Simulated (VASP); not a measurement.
An input for Quantum ESPRESSO's pw.x (written as the equivalent of a VASP run, and not itself run):

```
&CONTROL
  calculation = 'scf'
  pseudo_dir = './pseudo'
  outdir = './out'
  tprnfor = .true.
  tstress = .true.
/
&SYSTEM
  ibrav = 0
  nat = 2
  ntyp = 2
  ecutwfc = 68
  occupations = 'smearing'
  smearing = 'gaussian'
  degauss = 0.003675
  input_dft = 'pbe'
/
&ELECTRONS
  conv_thr = 7.3e-08
  electron_maxstep = 100
/
ATOMIC_SPECIES
  Ca 40.078 Ca.upf
  S 32.060 S.upf
CELL_PARAMETERS angstrom
     0.0000000    2.9019000    2.9019000
     2.9019000    0.0000000    2.9019000
     2.9019000    2.9019000    0.0000000
ATOMIC_POSITIONS crystal
  Ca   0.0000000  0.0000000  0.0000000
  S    0.5000000  0.5000000  0.5000000
K_POINTS automatic
  6 6 6 0 0 0
```

**Question.** Write the VASP files for the same calculation (PBE).

**Answer.** Several could match; the one computed here: 
**POSCAR**
```
CaS
1
    0.0000000000     2.9019000000     2.9019000000
    2.9019000000     0.0000000000     2.9019000000
    2.9019000000     2.9019000000     0.0000000000
Ca S
1 1
Direct
  0.0000000000   0.0000000000   0.0000000000
  0.5000000000   0.5000000000   0.5000000000
```

**KPOINTS**
```
Automatic
0
G
  6 6 6
```

INCAR:
```
# general
SYSTEM=CaS
PREC  =Accurate
ENCUT =400   # plane-wave cut-off (eV)
LREAL =.FALSE.   # projection in real space or not
LASPH =.TRUE.   # aspherical one-centre terms

# electronic loop
EDIFF =1E-6   # SCF stop (eV)
NELM  =100   # most electronic steps
ALGO  =Normal   # blocked Davidson

# smearing
ISMEAR=0   # Gaussian
SIGMA =0.05

# functional
GGA   =PE   # PBE

# ions
ISIF  =2

# output
LWAVE =.FALSE.
LCHARG=.FALSE.
```

POTCAR, in this order: Ca_sv S (PBE.64 set). Program: vasp_std.

The two are equivalent in intent, not identical: the potentials are each code's own (VASP's PAW set, PseudoDojo norm-conserving files in pw.x), so ENCUT and ecutwfc are chosen apart and not converted; conv_thr bounds pw.x's estimated SCF error, while EDIFF bounds the energy change between steps.

The compound is CaS in the rock salt structure. The cell was not relaxed at this level.
